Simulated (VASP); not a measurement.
VASP input:

File KPOINTS:
```
Automatic mesh
0
Gamma
6 6 6
0 0 0
```

File POSCAR:
```
KTaO3
1
    3.9583212613     0.0000000000     0.0000000000
    0.0000000000     3.9583212613     0.0000000000
    0.0000000000     0.0000000000     3.9583212613
K Ta O
1 1 3
Direct
  0.0000000000   0.0000000000   0.0000000000
  0.5000000000   0.5000000000   0.5000000000
  0.5000000000   0.0000000000   0.5000000000
  0.0000000000   0.5000000000   0.5000000000
  0.5000000000   0.5000000000   0.0000000000
```

### INCAR
```
SYSTEM = KTaO3
PREC = Accurate
ENCUT = 620
EDIFF = 1E-6
NELM = 100
ALGO = Normal
LREAL = .FALSE.
LASPH = .TRUE.
ISMEAR = 0
SIGMA = 0.05
GGA = PS
LMAXMIX = 6
LWAVE = .FALSE.
LCHARG = .FALSE.
IBRION = 2
ISIF = 3
NSW = 40
EDIFFG = -0.02
PSTRESS = 100
```

POTCAR, in this order: K_sv Ta_pv O (PBE.64 set). Program: vasp_std.

Problem. Translate this PBEsol calculation to Quantum ESPRESSO's pw.x.

Solution. One equivalent input (not run):
```
&CONTROL
  calculation = 'vc-relax'
  pseudo_dir = './pseudo'
  outdir = './out'
  tprnfor = .true.
  tstress = .true.
  nstep = 40
  forc_conv_thr = 0.00078
/
&SYSTEM
  ibrav = 0
  nat = 5
  ntyp = 3
  ecutwfc = 84
  occupations = 'smearing'
  smearing = 'gaussian'
  degauss = 0.003675
  input_dft = 'pbesol'
/
&ELECTRONS
  conv_thr = 7.3e-08
  electron_maxstep = 100
/
&IONS
/
&CELL
  press = 100
/
ATOMIC_SPECIES
  K 39.098 K.upf
  Ta 180.948 Ta.upf
  O 15.999 O.upf
CELL_PARAMETERS angstrom
     3.9583213    0.0000000    0.0000000
     0.0000000    3.9583213    0.0000000
     0.0000000    0.0000000    3.9583213
ATOMIC_POSITIONS crystal
  K    0.0000000  0.0000000  0.0000000
  Ta   0.5000000  0.5000000  0.5000000
  O    0.5000000  0.0000000  0.5000000
  O    0.0000000  0.5000000  0.5000000
  O    0.5000000  0.5000000  0.0000000
K_POINTS automatic
  6 6 6 0 0 0
```
Limits of the translation: the potentials are each code's own (VASP's PAW set, PseudoDojo norm-conserving files in pw.x), so ENCUT and ecutwfc are chosen apart and not converted; conv_thr bounds pw.x's estimated SCF error, while EDIFF bounds the energy change between steps; forc_conv_thr acts on force components and is met together with etot_conv_thr.

The compound is KTaO3 in the cubic perovskite structure. This run relaxes it under an external pressure of 10 GPa. Symmetry was kept, so distortions that lower it aren't found.
